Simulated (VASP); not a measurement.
A convergence study with VASP on HgTe (zinc blende): one setting is varied, all else stays as given below, so the limit is that of these other settings. Each run relaxes cell and ions from the cell shown.

```
CELL_PARAMETERS angstrom
      0.00000     3.23000     3.23000
      3.23000     0.00000     3.23000
      3.23000     3.23000     0.00000
ATOMIC_POSITIONS crystal
  Hg 0.00000 0.00000 0.00000
  Te 0.25000 0.25000 0.25000
```

The numbers are results of LDA (Ceperley-Alder, Perdew-Zunger), VASP's LDA PAW potentials (set 64) (plane waves; VASP 6.6.1), not measurements. The tightest run used: 550 eV cut-off, 11×11×11 Γ-centred mesh, Gaussian smearing of 0.050 eV, potentials Hg Te.

The settings run are 2×2×2 mesh; 3×3×3 mesh; 4×4×4 mesh; 5×5×5 mesh; 7×7×7 mesh; 8×8×8 mesh; 9×9×9 mesh; 10×10×10 mesh; 11×11×11 mesh. From which on does the relaxed volume stay within 0.1 Å³/atom of the tightest run?

From 7×7×7 mesh on: it is off by 0.023 there and by no more than 0.1 in any finer run, while 5×5×5 mesh is off by 0.126.
```csv
setting,relaxed volume (Å³/atom),E (eV/atom),irreducible k-points,difference judged (Å³/atom)
2×2×2 mesh,37.891,-1.8568,3,4.391
3×3×3 mesh,34.538,-2.3538,4,1.038
4×4×4 mesh,33.837,-2.4691,8,0.338
5×5×5 mesh,33.626,-2.5016,10,0.126
7×7×7 mesh,33.523,-2.5163,20,0.023
8×8×8 mesh,33.510,-2.5180,29,0.010
9×9×9 mesh,33.504,-2.5187,35,0.004
10×10×10 mesh,33.501,-2.5191,47,0.001
11×11×11 mesh,33.500,-2.5193,56,0.000
```

Left out are rungs that failed or repeat a setting and relaxations that didn't move; long series are thinned to 24 rows.

The compound is HgTe in the zinc blende structure.
